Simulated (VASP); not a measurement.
Here is the system:

```yaml
crystal:
  lattice:
    - [0.00000, 3.60570, 3.60570]
    - [3.60570, 0.00000, 3.60570]
    - [3.60570, 3.60570, 0.00000]
  atoms:
    - { symbol: K, position: [0.00000, 0.00000, 0.00000] }
    - { symbol: I, position: [0.50000, 0.50000, 0.50000] }
```

These are PBE GGA, VASP's PBE PAW potentials (set 64) (plane waves; VASP) values and carry that method's errors. Numerical set-up: 500 eV cut-off, 6×6×6 Γ-centred mesh, Gaussian smearing of 0.050 eV, potentials K_sv I.

Unless said otherwise, spin-orbit coupling is left out, though it shifts the bands of the heavy elements here.

Problem. What does the run give for the energy per atom (σ→0), band gap (on the k-mesh) with the smallest direct gap where there is one?

Solution. 
```json
{
 "band gap (on the k-mesh)": "3.83 eV",
 "smallest direct gap (on the k-mesh)": "3.83 eV",
 "energy per atom (σ→0)": "-2.782 eV/atom"
}
```

Total energies compare only between runs with the same potentials, cut-off and functional.

The compound is KI in the rock salt structure. The cell was not relaxed at this level. The run is one of a series of settings (ENCUT = 500 against the base run), some of them coarse on purpose.
